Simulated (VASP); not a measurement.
Calculation: r2SCAN meta-GGA, VASP's PBE PAW potentials (set 64) (plane waves; VASP).

VASP input:

**INCAR**
```
ALGO = Normal
EDIFF = 1E-6
EDIFFG = -0.02
ENCUT = 620
IBRION = 2
ISIF = 3
ISMEAR = 0
LASPH = .True.
LCHARG = .False.
LMIXTAU = .True.
LREAL = .False.
LWAVE = .False.
METAGGA = R2SCAN
NELM = 100
NSW = 40
PREC = Accurate
PSTRESS = 300
SIGMA = 0.05
SYSTEM = MgO
```

**POSCAR**
```
MgO
1
   -0.0000000000     2.0057478382     2.0057478382
    2.0057478382     0.0000000000     2.0057478382
    2.0057478382     2.0057478382     0.0000000000
Mg O
1 1
Direct
  0.0000000000   0.0000000000   0.0000000000
  0.5000000000   0.5000000000   0.5000000000
```

**KPOINTS**
```
Regular mesh
0
gamma
 11 11 11
```

POTCAR, in this order: Mg O (PBE.64 set). Program: vasp_std.

What VASP printed:

OUTCAR:
```
 ion  position               nearest neighbor table
   1  0.000  0.000  0.000-   2 2.01   2 2.01   2 2.01   2 2.01   2 2.01   2 2.01
   2  0.500  0.500  0.500-   1 2.01   1 2.01   1 2.01   1 2.01   1 2.01   1 2.01
  LATTYP: Found a face centered cubic cell.
 ALAT       =     4.0114956764
 Subroutine PRICEL returns:
 Original cell was already a primitive cell.
 Subroutine GETGRP returns: Found 48 space group operations
The static configuration has the point symmetry O_h .
The dynamic configuration has the point symmetry O_h .
 Subroutine INISYM returns: Found 48 space group operations
 Subroutine IBZKPT returns following result:
 Found     56 irreducible k-points:

 Following reciprocal coordinates:
            Coordinates               Weight
  0.000000  0.000000  0.000000      1.000000
  0.090909  0.000000  0.000000      8.000000
  0.181818  0.000000  0.000000      8.000000
  0.272727  0.000000  0.000000      8.000000
  0.363636  0.000000  0.000000      8.000000
  0.454545  0.000000  0.000000      8.000000
  0.090909  0.090909  0.000000      6.000000
  0.181818  0.090909  0.000000     24.000000
  0.272727  0.090909  0.000000     24.000000
...
```

**OSZICAR**
```
       N       E                     dE             d eps       ncg     rms          rms(c)
DAV:   1     0.145319814459E+02    0.14532E+02   -0.58294E+03  1048   0.109E+03
DAV:   2    -0.191974822240E+02   -0.33729E+02   -0.32602E+02  1128   0.173E+02
DAV:   3    -0.195775353157E+02   -0.38005E+00   -0.38005E+00  1184   0.208E+01
DAV:   4    -0.195781365997E+02   -0.60128E-03   -0.60128E-03  1240   0.736E-01
DAV:   5    -0.195781367304E+02   -0.13071E-06   -0.13071E-06  1192   0.103E-02    0.706E+00
DAV:   6    -0.157298686788E+02    0.38483E+01   -0.43574E+00   896   0.156E+01    0.215E+00
DAV:   7    -0.162702937588E+02   -0.54043E+00   -0.17986E+00   904   0.115E+01    0.205E+00
DAV:   8    -0.157921055982E+02    0.47819E+00   -0.21100E+00   896   0.129E+01    0.182E+00
DAV:   9    -0.159237787456E+02   -0.13167E+00   -0.62807E-01   896   0.677E+00    0.404E-01
DAV:  10    -0.159685613279E+02   -0.44783E-01   -0.40552E-02   920   0.215E+00    0.819E-02
DAV:  11    -0.159682890601E+02    0.27227E-03   -0.11935E-03  1136   0.322E-01    0.584E-02
DAV:  12    -0.159684424419E+02   -0.15338E-03   -0.53900E-04   928   0.292E-01    0.241E-02
DAV:  13    -0.159683661563E+02    0.76286E-04   -0.21248E-04   920   0.218E-01    0.390E-03
DAV:  14    -0.159684801746E+02   -0.11402E-03   -0.26154E-05   920   0.870E-02    0.158E-03
DAV:  15    -0.159684710010E+02    0.91736E-05   -0.28176E-07   904   0.924E-03    0.928E-04
DAV:  16    -0.159684754942E+02   -0.44931E-05   -0.44293E-07   552   0.830E-03    0.225E-04
DAV:  17    -0.159684742774E+02    0.12168E-05   -0.53391E-08   504   0.357E-03    0.864E-05
DAV:  18    -0.159684742401E+02    0.37314E-07   -0.53746E-09   504   0.901E-04
   1 F= -.12946647E+02 E0= -.12946647E+02  d E =-.129466E+02
```

### OUTCAR
```
------------------------ aborting loop because EDIFF is reached ----------------------------------------
  FORCE on cell =-STRESS in cart. coord.  units (eV):
  Direction    XX          YY          ZZ          XY          YZ          ZX
  --------------------------------------------------------------------------------------
  Total        3.0186584      3.0186584      3.0186584     -0.0000000      0.0000000     -0.0000000
  in kB      299.6853801    299.6853801    299.6853801     -0.0000000      0.0000000     -0.0000000
  external PRESSURE =      -0.3146199 kB  Pullay stress =     300.0000000 kB
  volume of cell :       16.14
      direct lattice vectors                 reciprocal lattice vectors
     0.000000000  2.005747838  2.005747838    -0.249283579  0.249283579  0.249283579
     2.005747838  0.000000000  2.005747838     0.249283579 -0.249283579  0.249283579
     2.005747838  2.005747838  0.000000000     0.249283579  0.249283579 -0.249283579
  FREE ENERGIE OF THE ION-ELECTRON SYSTEM (eV)
  ---------------------------------------------------
  free  energy   TOTEN  =       -15.9684742401 eV

  energy  without entropy=      -15.9684742401  energy(sigma->0) =      -15.96847424
  enthalpy is  TOTEN    =       -12.9466467596 eV   P V=        3.0218274805

 reached required accuracy - stopping structural energy minimisation
```
(Selected blocks of OUTCAR.)

The compound is MgO in the rock salt structure. It was relaxed first under an external pressure of 30 GPa.
